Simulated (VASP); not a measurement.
Level of theory: PBEsol GGA, VASP's PBE PAW potentials (set 64) (plane waves; VASP 6.6.1).

VASP input:

INCAR:
```
# general
SYSTEM =CdHg3S4
PREC   =Accurate
ENCUT  =400
LREAL  =.FALSE.
LASPH  =.TRUE.

# electronic loop
EDIFF  =1E-7
NELM   =100
ALGO   =Normal
LMAXMIX=6

# smearing
ISMEAR =-5

# functional
GGA    =PS

# ions
ISIF   =2

# output
LWAVE  =.FALSE.
LCHARG =.TRUE.
LORBIT =11
NEDOS  =601

# other
LEFG   =.TRUE.
```

KPOINTS:
```
Automatic mesh
0
Gamma
5 5 10
0 0 0
```

POSCAR:
```
CdHg3S4
1
    0.0012881610     5.8729903930     5.8682588549
    5.8729903930     0.0012881610     5.8682588549
    2.9371392770     2.9371392770     0.0000000000
Hg S Cd
3 4 1
Direct
  0.9998206192   0.9998206192   0.0003587617
  0.9996635137   0.5003488296   0.9999876567
  0.5003488296   0.9996635137   0.9999876567
  0.1249229823   0.1249229823   0.2501540353
  0.1269438394   0.6244284853   0.2486276753
  0.6244284853   0.1269438394   0.2486276753
  0.6235432260   0.6235432260   0.2529135479
  0.5003285044   0.5003285044   0.9993429912
```

POTCAR, in this order: Hg S Cd (PBE.64 set). Program: vasp_std.

The resulting files:

### OUTCAR
```
 ion  position               nearest neighbor table
   1  1.000  1.000  0.000-   4 2.54   4 2.54   6 2.54   5 2.54
   2  1.000  0.500  1.000-   4 2.54   5 2.55   5 2.55   7 2.55
   3  0.500  1.000  1.000-   4 2.54   6 2.55   6 2.55   7 2.55
   4  0.125  0.125  0.250-   1 2.54   1 2.54   2 2.54   3 2.54
   5  0.127  0.624  0.249-   8 2.53   1 2.54   2 2.55   2 2.55
   6  0.624  0.127  0.249-   8 2.53   1 2.54   3 2.55   3 2.55
   7  0.624  0.624  0.253-   8 2.53   8 2.53   3 2.55   2 2.55
   8  0.500  0.500  0.999-   7 2.53   7 2.53   5 2.53   6 2.53
  LATTYP: Found a base centered orthorhombic cell.
 ALAT       =     8.3038409307
 B/A-ratio  =     1.4133842167
 C/A-ratio  =     0.5002193846
 Subroutine PRICEL returns:
 Original cell was already a primitive cell.
 Subroutine GETGRP returns: Found  4 space group operations
The static configuration has the point symmetry C_2v.
The dynamic configuration has the point symmetry C_2v.
 Subroutine INISYM returns: Found  4 space group operations
 Subroutine IBZKPT returns following result:
 Found     54 irreducible k-points:

 Following reciprocal coordinates:
            Coordinates               Weight
  0.000000  0.000000  0.000000      1.000000
...
```

### OSZICAR
```
       N       E                     dE             d eps       ncg     rms          rms(c)
DAV:   1     0.466408372857E+03    0.46641E+03   -0.30038E+04  4644   0.124E+03
DAV:   2     0.571581924349E+01   -0.46069E+03   -0.45173E+03  5210   0.335E+02
DAV:   3    -0.239077744058E+02   -0.29624E+02   -0.29441E+02  5519   0.824E+01
DAV:   4    -0.243651895744E+02   -0.45742E+00   -0.45656E+00  5379   0.103E+01
DAV:   5    -0.243735632362E+02   -0.83737E-02   -0.83709E-02  5479   0.138E+00    0.198E+01
DAV:   6    -0.226368224308E+02    0.17367E+01   -0.42710E+00  6018   0.188E+01    0.150E+01
DAV:   7    -0.226768604963E+02   -0.40038E-01   -0.21659E+00  5060   0.650E+00    0.527E+00
DAV:   8    -0.226322778871E+02    0.44583E-01   -0.42798E-01  5732   0.501E+00    0.994E-01
DAV:   9    -0.226294123969E+02    0.28655E-02   -0.44329E-02  5188   0.195E+00    0.251E-01
DAV:  10    -0.226295714752E+02   -0.15908E-03   -0.21824E-03  5101   0.215E-01    0.154E-01
DAV:  11    -0.226295194323E+02    0.52043E-04   -0.99750E-05  5532   0.636E-02    0.124E-01
DAV:  12    -0.226295188715E+02    0.56076E-06   -0.13530E-04  5422   0.847E-02    0.411E-02
DAV:  13    -0.226295216386E+02   -0.27671E-05   -0.89749E-05  6184   0.640E-02    0.185E-02
DAV:  14    -0.226295219888E+02   -0.35021E-06   -0.11981E-05  5313   0.227E-02    0.947E-03
DAV:  15    -0.226295224765E+02   -0.48777E-06   -0.10599E-06  5109   0.416E-03    0.281E-03
DAV:  16    -0.226295224221E+02    0.54464E-07   -0.25650E-07  4289   0.210E-03
   1 F= -.22629522E+02 E0= -.22629522E+02  d E =0.000000E+00
```

File OUTCAR:
```
------------------------ aborting loop because EDIFF is reached ----------------------------------------
  FORCE on cell =-STRESS in cart. coord.  units (eV):
  Direction    XX          YY          ZZ          XY          YZ          ZX
  --------------------------------------------------------------------------------------
  Total        0.0159938      0.0159938      0.0246066     -0.0025001      0.0000000      0.0000000
  in kB        0.1266000      0.1266000      0.1947756     -0.0197898      0.0000000      0.0000000
  external PRESSURE =       0.1493252 kB  Pullay stress =       0.0000000 kB
  volume of cell :      202.41
      direct lattice vectors                 reciprocal lattice vectors
     0.001288161  5.872990393  5.868258855    -0.085154182  0.085154182  0.085204149
     5.872990393  0.001288161  5.868258855     0.085154182 -0.085154182  0.085204149
     2.937139277  2.937139277  0.000000000     0.170233671  0.170233671 -0.170408297
 POSITION                                       TOTAL-FORCE (eV/Angst)
 -----------------------------------------------------------------------------------
      5.87428      5.87428     11.73441         0.000000      0.000000     -0.007795
      5.87693      8.80876      8.80246         0.010361     -0.010361      0.003011
      8.80876      5.87693      8.80246        -0.010361      0.010361      0.003011
      1.46857      1.46857      1.46616         0.000000      0.000000     -0.002925
      4.39768      1.47660      4.40925        -0.002790      0.002790     -0.001911
      1.47660      4.39768      4.40925         0.002790     -0.002790     -0.001911
      4.40571      4.40571      7.31823         0.000000      0.000000     -0.002621
      5.87428      5.87428      5.87211         0.000000      0.000000      0.011138
 -----------------------------------------------------------------------------------
    total drift:                                0.000011      0.000011      0.000094
  FREE ENERGIE OF THE ION-ELECTRON SYSTEM (eV)
  ---------------------------------------------------
  free  energy   TOTEN  =       -22.6295224221 eV

  energy  without entropy=      -22.6295224221  energy(sigma->0) =      -22.62952242

 total charge

# of ion       s       p       d       tot
------------------------------------------
    1        0.680   0.422   9.394  10.497
    2        0.678   0.420   9.395  10.492
    3        0.678   0.420   9.395  10.492
    4        1.338   2.293   0.000   3.630
    5        1.332   2.311   0.000   3.644
    6        1.332   2.311   0.000   3.644
    7        1.328   2.330   0.000   3.657
    8        0.435   0.326   9.554  10.316
--------------------------------------------------
tot          7.801  10.832  37.738  56.371

 Electric field gradients after diagonalization (V/A^2)
 (convention: |V_zz| > |V_xx| > |V_yy|)
----------------------------------------------------------------------
 ion       V_xx      V_yy      V_zz     asymmetry (V_yy - V_xx)/ V_zz
----------------------------------------------------------------------
   1       5.109     1.825    -6.934       0.474
   2       3.303     2.568    -5.871       0.125
   3       3.303     2.568    -5.871       0.125
   4      -0.683    -0.403     1.087       0.258
   5      12.828    11.291   -24.119       0.064
   6      12.828    11.291   -24.119       0.064
   7      23.032     0.091   -23.123       0.992
   8       2.204     0.876    -3.080       0.431
```
(Selected blocks of OUTCAR.)

**OUTCAR**
```
 val. band max:        1.7156169769   @ k =   0.0000   0.0000   0.0000

 cond. band min:       1.7245179779   @ k =   0.0000   0.0000   0.0000


 Fermi energy:         1.7187909711

 k-point     1 :       0.0000    0.0000    0.0000
  band No.  band energies     occupation
      1     -11.2895      2.00000
      2     -10.7771      2.00000
      3     -10.7536      2.00000
      4     -10.5897      2.00000
      5      -6.2395      2.00000
      6      -6.1270      2.00000
      7      -6.1012      2.00000
      8      -5.9893      2.00000
      9      -5.9247      2.00000
     10      -5.1337      2.00000
     11      -5.1054      2.00000
     12      -5.0843      2.00000
     13      -4.9184      2.00000
     14      -4.8549      2.00000
     15      -4.7856      2.00000
     16      -4.7147      2.00000
     17      -4.3640      2.00000
     18      -4.2928      2.00000
     19      -4.2890      2.00000
     20      -4.2882      2.00000
     21      -4.1962      2.00000
     22      -4.1849      2.00000
     23      -4.1302      2.00000
     24      -3.9013      2.00000
     25      -3.6669      2.00000
     26      -3.4756      2.00000
     27      -2.8628      2.00000
     28      -0.5211      2.00000
     29      -0.5106      2.00000
     30       0.6962      2.00000
     31       0.7384      2.00000
     32       0.8232      2.00000
     33       0.8628      2.00000
     34       1.4919      2.00000
     35       1.7130      2.00000
     36       1.7156      2.00000
     37       1.7245      0.00000
     38       3.3145      0.00000
     39       3.7419      0.00000
     40       5.0381      0.00000
     41       5.1952      0.00000
     42       7.7753      0.00000
     43       7.7790      0.00000

 k-point     2 :       0.2000    0.0000    0.0000
  band No.  band energies     occupation
      1     -11.2434      2.00000
      2     -10.8177      2.00000
      3     -10.7486      2.00000
      4     -10.6055      2.00000
      5      -6.2364      2.00000
...
```

For a metal the tetrahedron method with Blöchl corrections gives inexact stress and forces. Unless said otherwise, spin-orbit coupling is left out, though it shifts the bands of the heavy elements here.

The structure was generated: CdHg3S4 was put into an ordered model structure (Amm2), which need not be its known phase. It was relaxed first.
